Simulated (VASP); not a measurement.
# Quasiparticle energies of BAs in VASP, part 3 of 8

Aim: the quasiparticle gap of BAs, and what it costs to get it. The cell is of the zinc-blende type, one of the forms listed for this formula. The start is a cell from a database of measured crystal structures.

VASP 6.6.1, plane waves and PAW; the level of theory is named at each step.

So far, gap on the k-mesh (eV): step 2 (empty bands, functional PBE) 1.26.

**3. evGW0 (continued)**

Level of this step: evGW0 on PBE; plane waves and PAW (As_GW, B_GW) (VASP).

OUTCAR, selected parts (step 3):

```text
The static configuration has the point symmetry T_d .

 Found     16 irreducible k-points:

   k-points           NKPTS =     16   k-points in BZ     NKDIM =    216   number of bands    NBANDS=    176

   NELECT =       8.0000    total number of electrons

 E-fermi :   6.8067

 QP shifts <psi_nk| G(iteration)W_0 |psi_nk>: iteration 1
 for sc-GW calculations column KS-energies equals QP-energies in previous step
 and V_xc(KS)=  KS-energies - (<T + V_ion + V_H > + <T+V_H+V_ion>^1  + <V_x>^1)
 k-point   1 :       0.0000    0.0000    0.0000
  band No.  KS-energies  QP-energies   sigma(KS)   V_xc(KS)     V^pw_x(r,r')   Z            occupation Imag(sigma)
      1      -9.2365     -10.0167     -12.7783     -11.6549     -19.6016       0.6945       2.0000       1.1714
      2       6.1743       5.5617     -13.3639     -12.5865     -13.9902       0.7879       2.0000       0.0292
      3       6.1743       5.5617     -13.3639     -12.5865     -13.9902       0.7879       2.0000       0.0292
      4       6.1743       5.5617     -13.3639     -12.5865     -13.9902       0.7879       2.0000       0.0292
      5       9.4405       9.6752     -11.0909     -11.3898      -6.7578       0.7853       0.0000      -0.0619
      6       9.4405       9.6752     -11.0909     -11.3898      -6.7578       0.7853       0.0000      -0.0619
      7       9.4405       9.6752     -11.0909     -11.3898      -6.7578       0.7853       0.0000      -0.0619
      8      10.8291      11.2872     -12.0160     -12.6195      -6.6662       0.7590       0.0000      -0.0909
    ...

 k-point   2 :       0.1667    0.0000    0.0000
  band No.  KS-energies  QP-energies   sigma(KS)   V_xc(KS)     V^pw_x(r,r')   Z            occupation Imag(sigma)
      1      -8.7832      -9.5613     -12.8055     -11.6950     -19.4607       0.7007       2.0000       1.1170
      2       3.2123       2.5233     -12.9409     -12.0461     -14.5714       0.7701       2.0000       0.0469
      3       5.4914       4.8737     -13.1892     -12.4031     -14.0149       0.7858       2.0000       0.0305
      4       5.4914       4.8737     -13.1892     -12.4031     -14.0149       0.7858       2.0000       0.0305
      5       9.4592       9.7145     -11.3039     -11.6312      -6.7505       0.7800       0.0000      -0.0686
      6      10.3277      10.5719     -11.2333     -11.5471      -6.6000       0.7781       0.0000      -0.0699
      7      10.3277      10.5719     -11.2333     -11.5471      -6.6000       0.7781       0.0000      -0.0699
      8      12.8060      13.1315     -11.8008     -12.2357      -6.0004       0.7484       0.0000      -0.1296
    ...

 k-point   3 :       0.3333    0.0000    0.0000
  band No.  KS-energies  QP-energies   sigma(KS)   V_xc(KS)     V^pw_x(r,r')   Z            occupation Imag(sigma)
      1      -7.5163      -8.2613     -12.8949     -11.8490     -19.0884       0.7123       2.0000       0.9533
      2      -0.5728      -1.3323     -12.6586     -11.6200     -16.0098       0.7313       2.0000       0.1705
      3       4.6567       4.0003     -13.1674     -12.3271     -14.3613       0.7812       2.0000       0.0358
      4       4.6567       4.0003     -13.1674     -12.3271     -14.3613       0.7812       2.0000       0.0358
      5       9.0191       9.2383     -11.3356     -11.6158      -6.8115       0.7821       0.0000      -0.0689
      6      10.9931      11.2132     -10.8955     -11.1792      -5.9786       0.7760       0.0000      -0.0822
      7      10.9931      11.2132     -10.8955     -11.1792      -5.9786       0.7760       0.0000      -0.0822
      8      14.8480      15.0249     -10.5927     -10.8306      -4.1423       0.7437       0.0000      -0.2273
    ...

 QP shifts <psi_nk| G(iteration)W_0 |psi_nk>: iteration 2
 k-point   1 :       0.0000    0.0000    0.0000
  band No. old QP-enery  QP-energies   sigma(KS)   T+V_ion+V_H  V^pw_x(r,r')   Z            occupation Imag(sigma)
      1     -10.0167     -10.2296     -12.7416       2.4183     -19.6016       0.6946       2.0000       1.1802
      2       5.5617       5.4725     -13.3119      18.7608     -13.9902       0.7905       2.0000       0.0300
      3       5.5617       5.4725     -13.3119      18.7608     -13.9902       0.7905       2.0000       0.0300
      4       5.5617       5.4725     -13.3119      18.7608     -13.9902       0.7905       2.0000       0.0300
      5       9.6752       9.6836     -11.1443      20.8302      -6.7578       0.7861       0.0000      -0.0639
      6       9.6752       9.6836     -11.1443      20.8302      -6.7578       0.7861       0.0000      -0.0639
      7       9.6752       9.6836     -11.1443      20.8302      -6.7578       0.7861       0.0000      -0.0639
      8      11.2872      11.3200     -12.1182      23.4487      -6.6662       0.7568       0.0000      -0.0976
    ...

 QP shifts <psi_nk| G(iteration)W_0 |psi_nk>: iteration 3
 k-point   1 :       0.0000    0.0000    0.0000
  band No. old QP-enery  QP-energies   sigma(KS)   T+V_ion+V_H  V^pw_x(r,r')   Z            occupation Imag(sigma)
      1     -10.2296     -10.2836     -12.7257       2.4183     -19.6016       0.6945       2.0000       1.1896
      2       5.4725       5.4568     -13.3081      18.7608     -13.9902       0.7914       2.0000       0.0299
      3       5.4725       5.4568     -13.3081      18.7608     -13.9902       0.7914       2.0000       0.0299
      4       5.4725       5.4568     -13.3081      18.7608     -13.9902       0.7914       2.0000       0.0299
      5       9.6836       9.6811     -11.1499      20.8302      -6.7578       0.7862       0.0000      -0.0641
      6       9.6836       9.6811     -11.1499      20.8302      -6.7578       0.7862       0.0000      -0.0641
      7       9.6836       9.6811     -11.1499      20.8302      -6.7578       0.7862       0.0000      -0.0641
      8      11.3200      11.3204     -12.1282      23.4487      -6.6662       0.7568       0.0000      -0.0983
    ...

 QP shifts <psi_nk| G(iteration)W_0 |psi_nk>: iteration 4
 k-point   1 :       0.0000    0.0000    0.0000
  band No. old QP-enery  QP-energies   sigma(KS)   T+V_ion+V_H  V^pw_x(r,r')   Z            occupation Imag(sigma)
      1     -10.2836     -10.2967     -12.7208       2.4183     -19.6016       0.6937       2.0000       1.1931
      2       5.4568       5.4537     -13.3078      18.7608     -13.9902       0.7913       2.0000       0.0299
      3       5.4568       5.4537     -13.3078      18.7608     -13.9902       0.7913       2.0000       0.0299
      4       5.4568       5.4537     -13.3078      18.7608     -13.9902       0.7913       2.0000       0.0299
      5       9.6811       9.6800     -11.1506      20.8302      -6.7578       0.7862       0.0000      -0.0641
      6       9.6811       9.6800     -11.1506      20.8302      -6.7578       0.7862       0.0000      -0.0641
      7       9.6811       9.6800     -11.1506      20.8302      -6.7578       0.7862       0.0000      -0.0641
      8      11.3204      11.3196     -12.1293      23.4487      -6.6662       0.7571       0.0000      -0.0983
    ...

[... 7 parts as in an earlier step ...]

[... 26 further parts left out ...]
```

This step gave:

```yaml
quasiparticle_gap_on_the_mesh: 1.997 eV
smallest_direct_quasiparticle_gap_on_the_mesh: 4.226 eV
gap_of_the_starting_orbitals_on_the_mesh: 1.265 eV
```

QP gap by iteration, by row:

```
iteration  gap (eV)  direct gap (eV)
        1     1.906            4.114
        2     1.984            4.211
        3     1.995            4.224
        4     1.997            4.226
```

GW takes the gap from 1.265 to 1.997 eV. Spin-orbit coupling is left out. The value holds for 176 bands, ENCUTGW = 200 eV and this mesh, and isn't shown to be converged in them.

[end of part 3 of 8]

[Lines on the potential files, build, host, timing and source positions are cut from VASP's logs without a mark.]

[Logs are printed without paths, hosts, clocks, repeated set-up lines and the standing remarks that a program may print on its own settings, such as how far it seeks lower states.]

[Hosts, paths, dates, database ids (printed as entryN), source tags and the programs' standing remarks are cut or masked in the printed files.]

[Pressures printed for these runs are not shown converged in the cutoff: they can be off by several GPa and have the wrong sign.]
